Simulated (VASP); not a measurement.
Here is the system:

```
LiF
1.0
    0.00000     1.91674     1.91674
    1.91674     0.00000     1.91674
    1.91674     1.91674     0.00000
Li F
1 1
Direct
  0.00000   0.00000   0.00000
  0.50000   0.50000   0.50000
```

Level of theory: LDA (Ceperley-Alder, Perdew-Zunger), VASP's LDA PAW potentials (set 64) (plane waves; VASP). Settings: 620 eV cut-off, 12×12×12 Γ-centred mesh, Gaussian smearing of 0.050 eV, potentials Li_sv F.

Question: Estimate the energy per atom (σ→0), pressure, band gap (on the k-mesh) with the smallest direct gap where there is one.

Answer: 
| Item | Value |
|---|---|
| band gap (on the k-mesh) | 10.30 eV |
| smallest direct gap (on the k-mesh) | 10.30 eV |
| energy per atom (σ→0) | -5.244 eV/atom |
| pressure | 5.00 GPa |

The compound is LiF in the rock salt structure. It was relaxed first under an external pressure of 5 GPa.
